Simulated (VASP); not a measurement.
An input for Quantum ESPRESSO's pw.x (written as the equivalent of a VASP run, and not itself run):

```
&CONTROL
  calculation = 'vc-relax'
  pseudo_dir = './pseudo'
  outdir = './out'
  tprnfor = .true.
  tstress = .true.
  nstep = 60
  forc_conv_thr = 0.00039
/
&SYSTEM
  ibrav = 0
  nat = 2
  ntyp = 2
  ecutwfc = 102
  occupations = 'smearing'
  smearing = 'methfessel-paxton'
  degauss = 0.00735
  input_dft = 'pbesol'
/
&ELECTRONS
  conv_thr = 7.3e-08
  electron_maxstep = 100
/
&IONS
/
&CELL
/
ATOMIC_SPECIES
  Mg 24.305 Mg.upf
  Cd 112.414 Cd.upf
CELL_PARAMETERS angstrom
     1.6124700    0.9309600    4.8171000
    -1.6124700    0.9309600    4.8171000
     0.0000000   -1.8619200    4.8171000
ATOMIC_POSITIONS crystal
  Mg   0.5000000  0.5000000  0.5000000
  Cd   0.0000000  0.0000000  0.0000000
K_POINTS automatic
  12 12 12 0 0 0
```

Question: Write the VASP files for the same calculation (PBEsol).

Answer: This is not unique; one that fits is 
**INCAR**
```
ALGO=Normal
EDIFF=1E-6
EDIFFG=-0.01
ENCUT=400
GGA=PS
IBRION=2
ISIF=3
ISMEAR=1
LASPH=.TRUE.
LCHARG=.FALSE.
LMAXMIX=4
LREAL=.FALSE.
LWAVE=.FALSE.
NELM=100
NSW=60
PREC=Accurate
SIGMA=0.1
SYSTEM=MgCd
```

### KPOINTS
```
K-points
0
Gamma
  12 12 12
0 0 0
```

**POSCAR**
```
MgCd
1
    1.6124700000     0.9309600000     4.8171000000
   -1.6124700000     0.9309600000     4.8171000000
    0.0000000000    -1.8619200000     4.8171000000
Mg Cd
1 1
Direct
  0.5000000000   0.5000000000   0.5000000000
  0.0000000000   0.0000000000   0.0000000000
```

POTCAR, in this order: Mg Cd (PBE.64 set). Program: vasp_std.

What does not carry over: the potentials are each code's own (VASP's PAW set, PseudoDojo norm-conserving files in pw.x), so ENCUT and ecutwfc are chosen apart and not converted; conv_thr bounds pw.x's estimated SCF error, while EDIFF bounds the energy change between steps; forc_conv_thr acts on force components and is met together with etot_conv_thr.

The structure comes from a computed database's MgCd entry (R-3m); how it stands against other phases isn't given here. This run relaxes it. Symmetry was kept, so distortions that lower it aren't found.
